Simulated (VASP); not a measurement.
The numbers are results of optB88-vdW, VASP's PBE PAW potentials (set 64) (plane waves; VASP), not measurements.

The input files of a VASP run:

**POSCAR**
```
NiSb
1.0
  1.9548608319  -3.3859184433   0.0000000000
  1.9548608319   3.3859184433   0.0000000000
  0.0000000000   0.0000000000   5.1051620191
Ni Sb
2 2
Cartesian
  0.0000000000   0.0000000000   2.5525810095
  0.0000000000   0.0000000000   0.0000000000
  1.9548608319   1.1286417384   1.2762905048
  1.9548608319  -1.1286417384   3.8288715143
```

File KPOINTS:
```
Automatic mesh
0
G
 8 8 6
0 0 0
```

**INCAR**
```
SYSTEM=NiSb
PREC=Accurate; ENCUT=520; LREAL=.FALSE.
LASPH=.TRUE.
EDIFF=1E-6; NELM=100; ALGO=Normal
LMAXMIX=4
ISMEAR=1; SIGMA=0.1
GGA=BO; LUSE_VDW=.TRUE.; AGGAC=0.0
PARAM1=0.1833333333; PARAM2=0.22
IBRION=2; NSW=60; ISIF=3
EDIFFG=-0.02
LWAVE=.FALSE.; LCHARG=.FALSE.
```

POTCAR, in this order: Ni Sb (PBE.64 set). Program: vasp_std.

Energy and stress use the plane-wave basis of the starting cell. Unless said otherwise, spin-orbit coupling is left out, though it shifts the bands of the heavy elements here.

Q: Estimate the energy per atom (σ→0), volume per atom, band gap (on the k-mesh).

A: 
| Property | Result |
|---|---|
| energy per atom (σ→0) | -2649 meV/atom |
| band gap (on the k-mesh) | none (metal, semimetal or under 0.01 eV) |
| volume per atom | 17.80 Å³/atom |

File OSZICAR:
```
...
DAV:   4    -0.106124013976E+02   -0.27740E-01   -0.10005E+00  1892   0.844E+00    0.139E+00
DAV:   5    -0.105952983941E+02    0.17103E-01   -0.61763E-02  1958   0.382E+00    0.537E-01
DAV:   6    -0.105942930168E+02    0.10054E-02   -0.46592E-03  1945   0.102E+00    0.266E-01
DAV:   7    -0.105940382844E+02    0.25473E-03   -0.13437E-03  2196   0.502E-01    0.589E-02
DAV:   8    -0.105940246428E+02    0.13642E-04   -0.87833E-05  1852   0.144E-01    0.280E-02
DAV:   9    -0.105940188818E+02    0.57610E-05   -0.18478E-05  2307   0.540E-02    0.954E-03
DAV:  10    -0.105940189737E+02   -0.91922E-07   -0.16906E-06   926   0.116E-02
   3 F= -.10594019E+02 E0= -.10594392E+02  d E =-.681647E-01
```

The compound is NiSb in the NiAs type structure. This run relaxes it. Symmetry was kept, so distortions that lower it aren't found. The start is the result of an earlier pass. The run is not spin-polarised, so no magnetic state was tried.
